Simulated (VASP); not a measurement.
Here is the system:

```
CELL_PARAMETERS angstrom
      0.00000     2.49489     2.49489
      2.49489     0.00000     2.49489
      2.49489     2.49489     0.00000
ATOMIC_POSITIONS crystal
  Pb 0.00000 0.00000 0.00000
```

Level of theory: r2SCAN meta-GGA, VASP's PBE PAW potentials (set 64) (plane waves; VASP). Numerical set-up: PREC = Normal, EDIFF = 1E-5, 400 eV cut-off, 14×14×14 Γ-centred mesh, first-order Methfessel-Paxton smearing of 0.10 eV, potentials Pb_d.

Unless said otherwise, spin-orbit coupling is left out, though it shifts the bands of the heavy elements here.

**Question.** What does the run give for the energy per atom (σ→0), band gap (on the k-mesh) with the smallest direct gap where there is one?

**Answer.** 
| Property | Result |
|---|---|
| band gap (on the k-mesh) | none (metal, semimetal or under 0.01 eV) |
| energy per atom (σ→0) | -5430.5 kJ/mol of atoms |

Only differences to runs with the same potentials and settings are physical.

The compound is Pb in the fcc structure. It was relaxed first.
